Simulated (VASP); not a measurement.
# K3Ca3Se (Pm-3m) in VASP: single point with PBE

Aim: the single point of K3Ca3Se with PBE.

Everything below comes from runs of VASP 6.6.1. Logs are shortened: lines on timing, memory, paths and dates and some standing lists are left out, and cuts for length are marked.

### Step 1. The cell of the first run

The structure is cubic, space group Pm-3m (No. 221). The conventional cell has a = 6.041 Å, b = 6.041 Å, c = 6.041 Å, α = 90.00°, β = 90.00°, γ = 90.00°. K (site symmetry 4/mmm) has 4 Ca at 3.02 Å and 2 Se at 3.02 Å as nearest neighbours. Ca (site symmetry 4/mmm) is surrounded by 4 K at 3.02 Å. Se (site symmetry m-3m) is surrounded by 6 K at 3.02 Å.

The cell was built by a generator and needn't be a form met in nature.

### Step 2. Single point, PBE (species swapped into the Ce3GaBr3 type (Pm-3m, No. 221))

INCAR reads:

```
SYSTEM = K3Ca3Se
  PREC = Accurate
  ENCUT = 520
  EDIFF = 1E-7
  ISMEAR = 0
  SIGMA = 0.1
  LREAL = .False.
  LASPH = .True.
  NELM = 100
  ALGO = Normal
  ISIF = 2
  LWAVE = .False.
  LCHARG = .False.
  GGA = PE
  NBANDS = 40
```

KPOINTS reads:

```
Automatic mesh
0
Gamma
  4 4 4
  0 0 0
```

POSCAR reads:

```
K3Ca3Se
1.0
    6.0409033300      0.0000000000      0.0000000000
    0.0000000000      6.0409033300      0.0000000000
    0.0000000000      0.0000000000      6.0409033300
K Ca Se
3 3 1
Direct
    0.0000000000      0.5000000000      0.5000000000
    0.5000000000      0.5000000000      0.0000000000
    0.5000000000      0.0000000000      0.5000000000
    0.0000000000      0.5000000000      0.0000000000
    0.5000000000      0.0000000000      0.0000000000
    0.0000000000      0.0000000000      0.5000000000
    0.5000000000      0.5000000000      0.5000000000
```

Potentials or basis: VASP PAW PBE potentials, release 64 (K_sv, Ca_sv, Se).

Run with:

```bash
> cat potpaw_PBE.64/K_sv/POTCAR potpaw_PBE.64/Ca_sv/POTCAR potpaw_PBE.64/Se/POTCAR > POTCAR
> mpirun -np 1 vasp_std > vasp.out
```

OUTCAR:

```text
SYSTEM = K3Ca3Se
   PREC = Accurate
   ENCUT = 520
   EDIFF = 1E-7
   ISMEAR = 0
   LREAL = .False.
   LASPH = .True.
   NELM = 100
   ISIF = 2
   GGA = PE

 ion  position               nearest neighbor table
   1  0.000  0.500  0.500-   4 3.02   6 3.02   7 3.02   4 3.02   6 3.02   7 3.02
   2  0.500  0.500  0.000-   4 3.02   5 3.02   7 3.02   7 3.02   5 3.02   4 3.02
   3  0.500  0.000  0.500-   5 3.02   6 3.02   7 3.02   5 3.02   7 3.02   6 3.02
   4  0.000  0.500  0.000-   1 3.02   2 3.02   1 3.02   2 3.02
   5  0.500  0.000  0.000-   2 3.02   3 3.02   3 3.02   2 3.02
   6  0.000  0.000  0.500-   1 3.02   3 3.02   1 3.02   3 3.02
   7  0.500  0.500  0.500-   1 3.02   2 3.02   3 3.02   2 3.02   3 3.02   1 3.02

  LATTYP: Found a simple cubic cell.
 ALAT       =     6.0409033300

  Lattice vectors:

 A1 = (   6.0409033300,   0.0000000000,   0.0000000000)
 A2 = (   0.0000000000,   6.0409033300,   0.0000000000)
 A3 = (   0.0000000000,   0.0000000000,   6.0409033300)

Analysis of symmetry for initial positions (statically):
=====================================================================
 Subroutine PRICEL returns:
 Original cell was already a primitive cell.

 Routine SETGRP: Setting up the symmetry group for a
 simple cubic supercell.

 Subroutine GETGRP returns: Found 48 space group operations
 (whereof 48 operations were pure point group operations)
 out of a pool of 48 trial point group operations.

The static configuration has the point symmetry O_h .

Analysis of symmetry for dynamics (positions and initial velocities):
=====================================================================
 Subroutine PRICEL returns:
 Original cell was already a primitive cell.

 Routine SETGRP: Setting up the symmetry group for a
 simple cubic supercell.

 Subroutine GETGRP returns: Found 48 space group operations
 (whereof 48 operations were pure point group operations)
 out of a pool of 48 trial point group operations.

The dynamic configuration has the point symmetry O_h .

 Subroutine INISYM returns: Found 48 space group operations
 (whereof 48 operations are pure point group operations),
 and found     1 'primitive' translations

----------------------------------------------------------------------------------------

                                     Primitive cell

  volume of cell :     220.4477

[... 87 lines left out ...]
   IBRION =     -1    ionic relax: 0-MD 1-quasi-New 2-CG
   NFREE  =      0    steps in history (QN), initial steepest desc. (CG)
   ISIF   =      2    stress and relaxation
   ISYM   =      2    0-nonsym 1-usesym 2-fastsym
   POTIM  = 0.5000    time-step for ionic-motion
   TEBEG  =    0.0;   TEEND  =   0.0 temperature during run
   PSTRESS=    0.0 pullay stress
   NELECT =      63.0000    total number of electrons
   NUPDOWN=      -1.0000    fix difference up-down
   EMIN   =  10.00;   EMAX   =-10.00  energy-range for DOS
   EFERMI =   0.00;   METHOD = LEGACY
   ISMEAR =     0;   SIGMA  =   0.10  broadening in eV -4-tet -1-fermi 0-gaus
   EFERMI_NEDOS =   21; number of points for ismear=-14 and -15
   IALGO  =     38    algorithm
   IMIX   =      4    mixing-type and parameters
     AMIX     =   0.40;   BMIX     =  1.00
     AMIX_MAG =   1.60;   BMIX_MAG =  1.00
  volume/ion in A,a.u.               =      31.49       212.52
  Fermi-wavevector in a.u.,A,eV,Ry     =   1.078334  2.037755 15.820899  1.162803
  Thomas-Fermi vector in A             =   2.214269
   LORBIT       =      0    0 simple, 1 ext, 2 COOP (PROOUT), +10 PAW based schemes
   GGA     = PE    functional components
   LHFCALC =     F    Hartree Fock is set to
   AEXX    =    0.0000 exact exchange contribution
   IVDW    =     0    specifies the selected vdW correction
   LEPSILON=     F    determine dielectric tensor
   LRPA    =     F    only Hartree local field effects (RPA)
 non-spin polarized calculation
 Gauss-broadening in eV      SIGMA  =   0.10
  energy-cutoff  :      520.00
  volume of cell :      220.45
 maximum number of plane-waves:      6031
 NGX is ok and might be reduce to    48
   NGX = 23   NGY = 23   NGZ = 23

 number of electron      62.9999986 magnetization

 Free energy of the ion-electron system (eV)
  ---------------------------------------------------
  ext. energy  EPLUGINS =         0.00000000
  ---------------------------------------------------
  free energy    TOTEN  =        -7.91820254 eV

  energy without entropy =       -7.85643462  energy(sigma->0) =       -7.88731858

 E-fermi :   2.6797     XC(G=0):  -8.4036

 val. band max:        2.6612961722   @ k =   0.5000   0.5000   0.0000
 cond. band min:       2.6981400008   @ k =   0.2500   0.2500   0.0000
 fundamental gap:      0.0368438285
 Fermi energy:         2.6796751345

 k-point     1 :       0.0000    0.0000    0.0000
  band No.  band energies     occupation
      1     -39.8005      2.00000
      2     -39.7958      2.00000
      3     -39.7958      2.00000
      4     -28.9530      2.00000
      5     -28.9373      2.00000
      6     -28.9373      2.00000
[... 419 lines left out ...]
     39       4.6827      0.00000
     40       4.8680      0.00000

------------------------ aborting loop because EDIFF is reached ----------------------------------------

  FORCE on cell =-STRESS in cart. coord.  units (eV):
  Direction    XX          YY          ZZ          XY          YZ          ZX
  --------------------------------------------------------------------------------------
  -------------------------------------------------------------------------------------
  Total       10.3851397     10.3851397     10.3851397      0.0000000      0.0000000     -0.0000000
  in kB       75.4774582     75.4774582     75.4774582      0.0000000      0.0000000     -0.0000000
  external PRESSURE =      75.4774582 kB  Pullay stress =       0.0000000 kB

 VOLUME and BASIS-vectors are now :
 -----------------------------------------------------------------------------
  energy-cutoff  :      520.00
  volume of cell :      220.45
      direct lattice vectors                 reciprocal lattice vectors
     6.040903330  0.000000000  0.000000000     0.165538156  0.000000000  0.000000000
     0.000000000  6.040903330  0.000000000     0.000000000  0.165538156  0.000000000
     0.000000000  0.000000000  6.040903330     0.000000000  0.000000000  0.165538156

 POSITION                                       TOTAL-FORCE (eV/Angst)
 -----------------------------------------------------------------------------------
      0.00000      3.02045      3.02045         0.000000      0.000000      0.000000
      3.02045      3.02045      0.00000         0.000000      0.000000      0.000000
      3.02045      0.00000      3.02045         0.000000      0.000000      0.000000
      0.00000      3.02045      0.00000         0.000000      0.000000      0.000000
      3.02045      0.00000      0.00000         0.000000      0.000000      0.000000
      0.00000      0.00000      3.02045         0.000000      0.000000      0.000000
      3.02045      3.02045      3.02045         0.000000      0.000000      0.000000
 -----------------------------------------------------------------------------------
    total drift:                                0.000000      0.000000      0.000000

  FREE ENERGIE OF THE ION-ELECTRON SYSTEM (eV)
  ---------------------------------------------------
  free  energy   TOTEN  =        -7.9182025373 eV

  energy  without entropy=       -7.8564346247  energy(sigma->0) =       -7.88731858
```

OSZICAR:

```text
N       E                     dE             d eps       ncg     rms          rms(c)
DAV:   1     0.611368313887E+03    0.61137E+03   -0.30103E+04   800   0.144E+03
DAV:   2     0.418113800068E+02   -0.56956E+03   -0.55666E+03   864   0.435E+02
DAV:   3    -0.458228292437E+01   -0.46394E+02   -0.45225E+02  1200   0.983E+01
DAV:   4    -0.854001544765E+01   -0.39577E+01   -0.38114E+01  1336   0.235E+01
DAV:   5    -0.880646086855E+01   -0.26645E+00   -0.26317E+00  1152   0.456E+00    0.124E+01
DAV:   6    -0.796183881196E+01    0.84462E+00   -0.18368E+00  1120   0.511E+00    0.921E+00
DAV:   7    -0.792122762841E+01    0.40611E-01   -0.94291E-01  1160   0.328E+00    0.419E+00
DAV:   8    -0.793638154473E+01   -0.15154E-01   -0.45881E-01   968   0.202E+00    0.117E+00
DAV:   9    -0.791883688380E+01    0.17545E-01   -0.12929E-01   960   0.964E-01    0.387E-01
DAV:  10    -0.791831892388E+01    0.51796E-03   -0.16910E-02  1216   0.422E-01    0.159E-01
DAV:  11    -0.791817127034E+01    0.14765E-03   -0.17578E-03  1192   0.122E-01    0.572E-02
DAV:  12    -0.791821049732E+01   -0.39227E-04   -0.29089E-04  1096   0.568E-02    0.191E-02
DAV:  13    -0.791820229519E+01    0.82021E-05   -0.43463E-05  1016   0.219E-02    0.156E-02
DAV:  14    -0.791820175687E+01    0.53832E-06   -0.50075E-06  1176   0.784E-03    0.289E-03
DAV:  15    -0.791820262360E+01   -0.86673E-06   -0.35233E-07   848   0.255E-03    0.103E-03
DAV:  16    -0.791820253732E+01    0.86281E-07   -0.39102E-08   640   0.996E-04
   1 F= -.79182025E+01 E0= -.78873186E+01  d E =-.617679E-01
```

It took 2.4 min on 1 thread of Intel Xeon Platinum 8375C at 2.90GHz (Ice Lake), shared host; peak memory 0.37 GiB.

What came out:

```
Free energy            : -7.9182 eV
Pressure               : 7.5 GPa
Band gap on the k mesh : none (metal or under the smearing width)
```
